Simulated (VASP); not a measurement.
# LuAl3N4 (Pmn2_1) in VASP: settings compared, part 2 of 2

VASP 6.6.1.

**3. Relaxation of cell and atoms, PBE**

This run uses another cell than the first one, of 12.02 Å³/atom, 1.003 times its volume.

Contents of INCAR:

```
ALGO = Normal
EDIFF = 1E-7
EDIFFG = -0.005
ENCUT = 520
GGA = PE
IBRION = 2
ISIF = 3
ISMEAR = 0
KPAR = 8
LASPH = True
LCHARG = False
LREAL = False
LWAVE = False
NELM = 120
NSW = 60
POTIM = 0.3
PREC = Accurate
SIGMA = 0.03
```

Contents of KPOINTS:

```
k-points
0
Gamma
  4 4 6
```

Contents of POSCAR:

```
LuAl3N4                                 
1.0
    6.5848005788      0.0000000000      0.0000000000
    0.0000000000      5.6746357455      0.0000000000
    0.0000000000      0.0000000000      5.1461561139
  Lu              Al              N             
     2     6     8
Direct
     0.0000000000000000    0.8373412661890806    0.9802690800982745
     0.5000000000000000    0.1626587338109195    0.4802690800982746
     0.0000000000000000    0.1862829707526762    0.4959037740214826
     0.5000000000000000    0.8137170292473239    0.9959037740214824
     0.2502064144922188    0.6597321429930213    0.4954336322108576
     0.7497935855077815    0.6597321429930213    0.4954336322108576
     0.7502064144922185    0.3402678570069788    0.9954336322108575
     0.2497935855077813    0.3402678570069788    0.9954336322108575
     0.0000000000000000    0.2103894443136311    0.8656069259430108
     0.5000000000000000    0.7896105556863687    0.3656069259430108
     0.2739423548732305    0.6501378008174915    0.8631535837795210
     0.7260576451267694    0.6501378008174915    0.8631535837795210
     0.0000000000000000    0.8453809567954950    0.4253054079564637
     0.7739423548732306    0.3498621991825085    0.3631535837795212
     0.2260576451267695    0.3498621991825085    0.3631535837795212
     0.5000000000000000    0.1546190432045051    0.9253054079564635
```

Potentials or basis: VASP PAW PBE potentials, release 64 (Lu, Al, N).

On the command line:

```
> cat potpaw_PBE.64/Lu/POTCAR potpaw_PBE.64/Al/POTCAR potpaw_PBE.64/N/POTCAR > POTCAR
> mpirun -np 8 vasp_std > vasp.out
```

Run time: 4.2 min. Hardware: 8 MPI ranks of Intel Xeon 6975P-C (Granite Rapids), shared host; peak memory 0.59 GiB.

It converged, with:

```yaml
Free_energy: -120.2842 eV
Relaxed_volume: 12.02 Å³/atom
Relaxed_cell: a = 6.586 Å, b = 5.673 Å, c = 5.146 Å, α = 90.00°, β = 90.00°, γ = 90.00°
Space_group_after_relaxing_to_0.05_Å: Pmn2_1 (No. 31)
Energy_gained_by_relaxing: 0.0 meV/atom
Ionic_steps: 5
Pressure_after_relaxing: 0.0 GPa
Largest_force_after_relaxing: 0.003 eV/Å
Band_gap_on_the_k_mesh: 3.20 eV, indirect (least direct gap 3.23 eV)
```

Forces on the atoms (eV/Å):
```
Lu   0.000  0.003 -0.001
Lu   0.000 -0.003 -0.001
Al   0.000 -0.003 -0.001
Al   0.000  0.003 -0.001
Al   0.000 -0.001  0.000
Al   0.000 -0.001  0.000
Al   0.000  0.001  0.000
Al   0.000  0.001  0.000
N    0.000  0.002  0.002
N    0.000 -0.002  0.002
N    0.001  0.000 -0.001
N   -0.001  0.000 -0.001
N    0.000 -0.002  0.002
N    0.001  0.000 -0.001
N   -0.001  0.000 -0.001
N    0.000  0.002  0.002
```

Final structure:
```
Lu Al N
1.0
     6.58569    0.00000    0.00000
     0.00000    5.67339    0.00000
     0.00000    0.00000    5.14551
Lu Al N
2 6 8
Direct
  0.00000 0.83749 0.98026
  0.50000 0.16251 0.48026
  0.00000 0.18636 0.49592
  0.50000 0.81364 0.99592
  0.25018 0.65967 0.49545
  0.74982 0.65967 0.49545
  0.75018 0.34033 0.99545
  0.24982 0.34033 0.99545
  0.00000 0.21060 0.86555
  0.50000 0.78940 0.36556
  0.27389 0.65027 0.86321
  0.72611 0.65027 0.86321
  0.00000 0.84536 0.42521
  0.77389 0.34973 0.36321
  0.22611 0.34973 0.36321
  0.50000 0.15464 0.92521
```

Levels at points of the mesh, in eV from the valence-band top:
```
           k point  band 51  band 52  band 53  band 54  band 55  band 56  band 57  band 58
(0.00, 0.00, 0.00)    -0.50    -0.43    -0.15    -0.03     3.20     4.27     4.34     4.34
(0.50, 0.00, 0.00)    -0.43    -0.43    -0.09    -0.09     4.12     4.12     5.18     5.18
(0.00, 0.50, 0.00)    -0.30    -0.17    -0.13    -0.08     4.21     4.48     4.62     4.71
(0.50, 0.50, 0.00)    -0.19    -0.19    -0.01    -0.01     4.60     4.60     5.00     5.00
(0.00, 0.00, 0.50)    -0.47    -0.47    -0.31    -0.31     4.20     4.20     5.22     5.22
(0.50, 0.00, 0.50)    -0.47    -0.47    -0.16    -0.16     5.08     5.08     5.25     5.25
(0.00, 0.50, 0.50)    -0.53    -0.53    -0.25    -0.25     4.66     4.66     4.94     4.94
(0.50, 0.50, 0.50)    -0.39    -0.39    -0.04    -0.04     4.84     4.84     5.07     5.07
```

Caveat: spin-orbit coupling is left out, which moves the levels of the heavy elements. As with any semilocal functional, this PBE gap is likely too small.

**4. Single point, r2SCAN**

This run uses another cell than the first one, of 12.02 Å³/atom, 1.003 times its volume.

Contents of INCAR:

```
ALGO = Normal
EDIFF = 1E-6
ENCUT = 520
ISIF = 2
ISMEAR = 0
KPAR = 8
LASPH = True
LCHARG = False
LMIXTAU = True
LREAL = False
LWAVE = False
METAGGA = R2SCAN
NBANDS = 68
NELM = 150
PREC = Accurate
SIGMA = 0.03
```

KPOINTS is that of step 3.

Contents of POSCAR:

```
LuAl3N4                                 
1.0
    6.5856851579      0.0000000000      0.0000000000
    0.0000000000      5.6733895848      0.0000000000
    0.0000000000      0.0000000000      5.1455078637
  Lu              Al              N             
     2     6     8
Direct
     0.0000000000000000    0.8374853828502528    0.9802627786657876
     0.5000000000000000    0.1625146171497473    0.4802627786657875
     0.0000000000000000    0.1863576315143674    0.4959160477135161
     0.5000000000000000    0.8136423684856325    0.9959160477135163
     0.2501802082816719    0.6596655063744932    0.4954476673684683
     0.7498197917183280    0.6596655063744932    0.4954476673684683
     0.7501802082816720    0.3403344936255069    0.9954476673684682
     0.2498197917183281    0.3403344936255069    0.9954476673684682
     0.0000000000000000    0.2105991806235337    0.8655550473280237
     0.5000000000000000    0.7894008193764662    0.3655550473280236
     0.2738930380078473    0.6502731268973406    0.8632113482801388
     0.7261069619921526    0.6502731268973406    0.8632113482801388
     0.0000000000000000    0.8453584878522803    0.4252077149954474
     0.7738930380078474    0.3497268731026594    0.3632113482801388
     0.2261069619921527    0.3497268731026594    0.3632113482801388
     0.5000000000000000    0.1546415121477198    0.9252077149954473
```

On the command line:

```
> cat potpaw_PBE.64/Lu/POTCAR potpaw_PBE.64/Al/POTCAR potpaw_PBE.64/N/POTCAR > POTCAR
> mpirun -np 8 vasp_std > vasp.out
```

Run time: 5.5 min. Hardware: 8 MPI ranks of Intel Xeon 6975P-C (Granite Rapids), shared host; peak memory 0.62 GiB.

Results (log left out):

```yaml
Free_energy: -216.0219 eV
Pressure: -3.9 GPa
Largest_force: 0.083 eV/Å
Band_gap_on_the_k_mesh: 3.75 eV, indirect (least direct gap 3.79 eV)
```

Forces on the atoms (eV/Å):
```
Lu   0.000 -0.002 -0.063
Lu   0.000  0.002 -0.063
Al   0.000  0.060  0.023
Al   0.000 -0.060  0.023
Al   0.028 -0.043  0.045
Al  -0.028 -0.043  0.045
Al   0.028  0.043  0.045
Al  -0.028  0.043  0.045
N    0.000  0.051 -0.041
N    0.000 -0.051 -0.041
N    0.066 -0.039 -0.033
N   -0.066 -0.039 -0.033
N    0.000 -0.005  0.056
N    0.066  0.039 -0.033
N   -0.066  0.039 -0.033
N    0.000  0.005  0.056
```

Stress tensor (GPa, compression positive):
```
-3.95  0.00  0.00
 0.00 -3.87  0.00
 0.00  0.00 -3.80
```

Levels at points of the mesh, in eV from the valence-band top:
```csv
k point,band 52,band 53,band 54,band 55,band 56,band 57
"(0.00, 0.00, 0.00)",-0.44,-0.16,-0.04,3.75,4.77,4.83
"(0.50, 0.00, 0.00)",-0.43,-0.09,-0.09,4.62,4.62,5.75
"(0.00, 0.50, 0.00)",-0.19,-0.14,-0.08,4.75,5.02,5.10
"(0.50, 0.50, 0.00)",-0.20,-0.01,-0.01,5.12,5.12,5.53
"(0.00, 0.00, 0.50)",-0.48,-0.32,-0.32,4.74,4.74,5.76
"(0.50, 0.00, 0.50)",-0.48,-0.16,-0.16,5.61,5.61,5.78
"(0.00, 0.50, 0.50)",-0.54,-0.25,-0.25,5.19,5.19,5.49
"(0.50, 0.50, 0.50)",-0.40,-0.04,-0.04,5.37,5.37,5.62
```

Caveat: the PAW data sets were made with another functional, which shifts forces and pressure a little; spin-orbit coupling is left out, which moves the levels of the heavy elements. r2SCAN opens gaps a little over a GGA but as a rule still falls short of measured ones.
